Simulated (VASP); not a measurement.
# Mo (Im-3m) in VASP: elastic constants with LDA

Aim: the elastic constants of Mo with LDA.

Everything below comes from runs of VASP 6.6.1. Logs are shortened: lines on timing, memory, paths and dates and some standing lists are left out, and cuts for length are marked.

### 1 Starting point

It takes space group Im-3m (No. 229, cubic). Conventional cell: a = 3.168 Å, b = 3.168 Å, c = 3.168 Å, α = 90.00°, β = 90.00°, γ = 90.00°. Mo (site symmetry m-3m) has 8 Mo at 2.74 Å as nearest neighbours.

### 2 Elastic constants, LDA

The input, POSCAR:

```
Mo
1.0
   -1.5838089700      1.5838089700      1.5838089700
    1.5838089700     -1.5838089700      1.5838089700
    1.5838089700      1.5838089700     -1.5838089700
Mo
1
Direct
    0.0000000000      0.0000000000      0.0000000000
```

The input, INCAR.step1:

```
SYSTEM = Mo
ALGO = Fast
EDIFF = 1E-8
EDIFFG = -0.002
ENCUT = 580
GGA = CA
IBRION = 2
ISIF = 3
ISMEAR = 0
LASPH = .True.
LCHARG = .False.
LREAL = .False.
LWAVE = .False.
NELM = 80
NSW = 40
PREC = Accurate
SIGMA = 0.1
```

The input, INCAR.step2:

```
SYSTEM = Mo
ALGO = Fast
EDIFF = 1E-8
ENCUT = 580
GGA = CA
IBRION = 6
ISIF = 3
ISMEAR = 0
LASPH = .True.
LCHARG = .False.
LREAL = .False.
LWAVE = .False.
NELM = 80
NFREE = 2
NSW = 1
POTIM = 0.015
PREC = Accurate
SIGMA = 0.1
```

The input, KPOINTS:

```
k-points
0
Gamma
  18 18 18
  0 0 0
```

Potentials or basis: VASP PAW LDA potentials, release 64 (Mo).

The run is started by

```console
cat potpaw_LDA.64/Mo/POTCAR > POTCAR
cp INCAR.step1 INCAR
mpirun -np 1 vasp_std > vasp.out
cp CONTCAR POSCAR
cp INCAR.step2 INCAR
mpirun -np 1 vasp_std > vasp.out
```

OUTCAR:

```text
SYSTEM = Mo
   EDIFF = 1E-8
   ENCUT = 580
   GGA = CA
   IBRION = 6
   ISIF = 3
   ISMEAR = 0
   LASPH = .True.
   LREAL = .False.
   NELM = 80
   NFREE = 2
   NSW = 1
   POTIM = 0.015
   PREC = Accurate

 ion  position               nearest neighbor table
   1  0.000  0.000  0.000-

  LATTYP: Found a body centered cubic cell.
 ALAT       =     3.1056700700

  Lattice vectors:

 A1 = (  -1.5528350350,   1.5528350350,   1.5528350350)
 A2 = (   1.5528350350,  -1.5528350350,   1.5528350350)
 A3 = (   1.5528350350,   1.5528350350,  -1.5528350350)

Analysis of symmetry for initial positions (statically):
=====================================================================
 Subroutine PRICEL returns:
 Original cell was already a primitive cell.

 Routine SETGRP: Setting up the symmetry group for a
 body centered cubic supercell.

 Subroutine GETGRP returns: Found 48 space group operations
 (whereof 48 operations were pure point group operations)
 out of a pool of 48 trial point group operations.

The static configuration has the point symmetry O_h .

Analysis of symmetry for dynamics (positions and initial velocities):
=====================================================================
 Subroutine PRICEL returns:
 Original cell was already a primitive cell.

 Routine SETGRP: Setting up the symmetry group for a
 body centered cubic supercell.

 Subroutine GETGRP returns: Found 48 space group operations
 (whereof 48 operations were pure point group operations)
 out of a pool of 48 trial point group operations.

The dynamic configuration has the point symmetry O_h .

 Subroutine INISYM returns: Found 48 space group operations
 (whereof 48 operations are pure point group operations),
 and found     1 'primitive' translations

----------------------------------------------------------------------------------------
[... 335 lines left out ...]
 fundamental gap:      0.0543481673
 Fermi energy:         7.3158982026

 k-point     1 :       0.0000    0.0000    0.0000
  band No.  band energies     occupation
      1      -0.0933      2.00000
      2       5.7864      2.00000
      3       5.7864      2.00000
      4       5.7864      2.00000
      5       8.9442      0.00000
      6       8.9442      0.00000
      7      23.8310      0.00000
[... 221 lines left out ...]
 k-point    24 :       0.3889    0.1111   -0.0000
  band No.  band energies     occupation
      1       2.1014      2.00000
      2       3.8050      2.00000
      3       7.3286      0.85715
      4       8.8837      0.00000
      5      10.0951      0.00000
      6      13.0088      0.00000
      7      19.6999      0.00000

 [... further k-points ...]

------------------------ aborting loop because EDIFF is reached ----------------------------------------

  FORCE on cell =-STRESS in cart. coord.  units (eV):
  Direction    XX          YY          ZZ          XY          YZ          ZX
  --------------------------------------------------------------------------------------
  -------------------------------------------------------------------------------------
  Total       -0.0020077     -0.0020077     -0.0020077     -0.0000000     -0.0000000     -0.0000000
  in kB       -0.2147681     -0.2147681     -0.2147681     -0.0000000     -0.0000000     -0.0000000
  external PRESSURE =      -0.2147681 kB  Pullay stress =       0.0000000 kB
[... 16 lines left out ...]
  FREE ENERGIE OF THE ION-ELECTRON SYSTEM (eV)
  ---------------------------------------------------
  free  energy   TOTEN  =       -12.2139424955 eV

  energy  without entropy=      -12.2116436970  energy(sigma->0) =      -12.21279310

 INTERNAL STRAIN TENSORS FROM STRAINED CELLS
 ============================================

 INTERNAL STRAIN TENSOR FOR ION    1 for displacements in x,y,z  (eV/Angst):
          X           Y           Z          XY          YZ          ZX
  --------------------------------------------------------------------------------
  x     0.00000     0.00000    -0.00000    -0.00000     0.00000    -0.00000
  y     0.00000     0.00000     0.00000     0.00000    -0.00000     0.00000
  z    -0.00000     0.00000     0.00000     0.00000    -0.00000    -0.00000

 INTERNAL STRAIN TENSORS FROM DISPLACED ATOMS
 ============================================

 INTERNAL STRAIN TENSOR FOR ION    1 for displacements in x,y,z  (eV/Angst):
          X           Y           Z          XY          YZ          ZX
  --------------------------------------------------------------------------------
  x     0.00000     0.00000     0.00000     0.00000     0.00000     0.00000
  y     0.00000     0.00000     0.00000     0.00000     0.00000     0.00000
  z     0.00000     0.00000     0.00000     0.00000     0.00000     0.00000

 Eigenvectors and eigenvalues of the dynamical matrix
 ----------------------------------------------------

   1 f/i=    0.000000 THz     0.000000 2PiTHz    0.000000 cm-1     0.000000 meV
             X         Y         Z           dx          dy          dz
      0.000000  0.000000  0.000000    -0.956670   -0.291174    0.000000

   2 f/i=    0.000000 THz     0.000000 2PiTHz    0.000000 cm-1     0.000000 meV
             X         Y         Z           dx          dy          dz
      0.000000  0.000000  0.000000     0.000000    0.000000    1.000000

   3 f/i=    0.000000 THz     0.000000 2PiTHz    0.000000 cm-1     0.000000 meV
             X         Y         Z           dx          dy          dz
      0.000000  0.000000  0.000000     0.291174   -0.956670    0.000000

--------------------------------------------------------------------------------------------------------

 ELASTIC MODULI CONTR FROM IONIC RELAXATION (kBar)
 Direction    XX          YY          ZZ          XY          YZ          ZX
 --------------------------------------------------------------------------------
 XX           0.0000      0.0000      0.0000      0.0000      0.0000      0.0000
 YY           0.0000      0.0000      0.0000      0.0000      0.0000      0.0000
 ZZ           0.0000      0.0000      0.0000      0.0000      0.0000      0.0000
 XY           0.0000      0.0000      0.0000      0.0000      0.0000      0.0000
 YZ           0.0000      0.0000      0.0000      0.0000      0.0000      0.0000
 ZX           0.0000      0.0000      0.0000      0.0000      0.0000      0.0000
 --------------------------------------------------------------------------------

 TOTAL ELASTIC MODULI (kBar)
 Direction    XX          YY          ZZ          XY          YZ          ZX
 --------------------------------------------------------------------------------
 XX        5526.3084   1805.1938   1805.1938     -0.0000      0.0000     -0.0000
 YY        1805.1938   5526.3084   1805.1938      0.0000     -0.0000     -0.0000
 ZZ        1805.1938   1805.1938   5526.3084     -0.0000      0.0000      0.0000
 XY          -0.0000      0.0000     -0.0000   1112.4786      0.0000      0.0000
 YZ           0.0000     -0.0000      0.0000      0.0000   1112.4786      0.0000
 ZX          -0.0000     -0.0000      0.0000      0.0000      0.0000   1112.4786
 --------------------------------------------------------------------------------
```

OUTCAR.step1:

```text
SYSTEM = Mo
   EDIFF = 1E-8
   EDIFFG = -0.002
   ENCUT = 580
   GGA = CA
   IBRION = 2
   ISIF = 3
   ISMEAR = 0
   LASPH = .True.
   LREAL = .False.
[... 667 lines left out ...]
  -------------------------------------------------------------------------------------
  Total       -0.0002708     -0.0002708     -0.0002708      0.0000000      0.0000000      0.0000000
  in kB       -0.0289694     -0.0289694     -0.0289694      0.0000000      0.0000000      0.0000000
  external PRESSURE =      -0.0289694 kB  Pullay stress =       0.0000000 kB
[... 16 lines left out ...]
  FREE ENERGIE OF THE ION-ELECTRON SYSTEM (eV)
  ---------------------------------------------------
  free  energy   TOTEN  =       -12.2141154306 eV

  energy  without entropy=      -12.2118167373  energy(sigma->0) =      -12.21296608

 reached required accuracy - stopping structural energy minimisation
```

It took 5.3 min on 1 thread of Intel Xeon 6975P-C (Granite Rapids), shared host; peak memory 0.5 GiB.

Results:

```
Relaxed volume                         : 14.98 Å³/atom
Relaxed cell                           : a = 2.690 Å, b = 2.690 Å, c = 2.690 Å, α = 109.47°, β = 109.47°, γ = 109.47°
Space group after relaxing (to 0.05 Å) : Im-3m (No. 229)
Elastic constants C11, C12, C44        : 553, 181, 111 GPa
Voigt bulk modulus                     : 305 GPa
```

The path:
```tsv
step	energy change (eV)	largest force (eV/Å)	pressure (GPa)	volume (Å³)
1	0.0000	0.0000	-15.84	15.89
2	0.4621	0.0000	77.84	12.54
3	-0.0474	0.0000	-1.43	15.05
4	-0.0477	0.0000	-0.28	14.99
5	-0.0477	0.0000	0.08	14.97
6	-0.0477	0.0000	-0.20	14.99
7	-0.0477	0.0000	0.00	14.98
```

Final structure:
```
CELL_PARAMETERS angstrom
-1.55284 1.55284 1.55284
1.55284 -1.55284 1.55284
1.55284 1.55284 -1.55284
ATOMIC_POSITIONS crystal
Mo 0.00000 0.00000 0.00000
```

Elastic tensor in Voigt notation (GPa, in the Cartesian axes of the cell as first typed):
```
553 181 181   0   0   0
181 553 181   0   0   0
181 181 553   0   0   0
  0   0   0 111   0   0
  0   0   0   0 111   0
  0   0   0   0   0 111
```

Clamped-ion elastic tensor (GPa):
```
553 181 181   0   0   0
181 553 181   0   0   0
181 181 553   0   0   0
  0   0   0 111   0   0
  0   0   0   0 111   0
  0   0   0   0   0 111
```
